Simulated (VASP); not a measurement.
Consider the following.

```xyz
4
Lattice="3.9523 0.0000 0.0000 0.0000 3.9523 0.0000 0.0000 0.0000 4.8880" Properties=species:S:1:pos:R:3 pbc="T T T"
Pb     1.9762     0.0000     3.7238
Pb     0.0000     1.9762     1.1642
O      1.9762     1.9762     0.0000
O      0.0000     0.0000     0.0000
```

Level of theory: PBE GGA with D3 dispersion (Becke-Johnson damping), VASP's PBE PAW potentials (set 64) (plane waves; VASP). Run with 520 eV cut-off, 6×6×5 Γ-centred mesh, Gaussian smearing of 0.050 eV, potentials Pb_d O.

**Question.** The ions and cell shape at fixed volume are relaxed. Which structure does the run end with?

**Answer.** 
```xyz
4
Lattice="4.0219 0.0000 0.0000 0.0000 4.0219 0.0000 0.0000 0.0000 4.7203" Properties=species:S:1:pos:R:3 pbc="T T T"
Pb     2.0109     0.0000     3.5363
Pb     0.0000     2.0109     1.1841
O      2.0109     2.0109     0.0000
O      0.0000     0.0000     0.0000
```
Space group P4/nmm (129), at a tolerance of 0.03 Å.

**Question.** How much energy does the relaxation gain?

**Answer.** The energy (σ→0) changes by -14.7 meV/atom, in 8 ionic steps.

| step | E(σ→0) (eV) | max force (eV/Å) | pressure (GPa) | volume (Å³) |
|---|---|---|---|---|
| 1 | -22.3137 | 0.865 | 5.55 | 76.35 |
| 2 | -22.3581 | 0.144 | 3.04 | 76.35 |
| 3 | -22.3601 | 0.045 | 2.42 | 76.35 |
| 4 | -22.3661 | 0.021 | 2.22 | 76.35 |
| 5 | -22.3726 | 0.035 | 1.63 | 76.35 |
| 6 | -22.3726 | 0.031 | 1.69 | 76.35 |
| 7 | -22.3726 | 0.030 | 1.70 | 76.35 |
| 8 | -22.3727 | 0.008 | 1.57 | 76.35 |

The compound is PbO in the litharge structure. This cell is one point of a volume scan, at 0.94 of the reference volume. Symmetry was kept, so distortions that lower it aren't found.
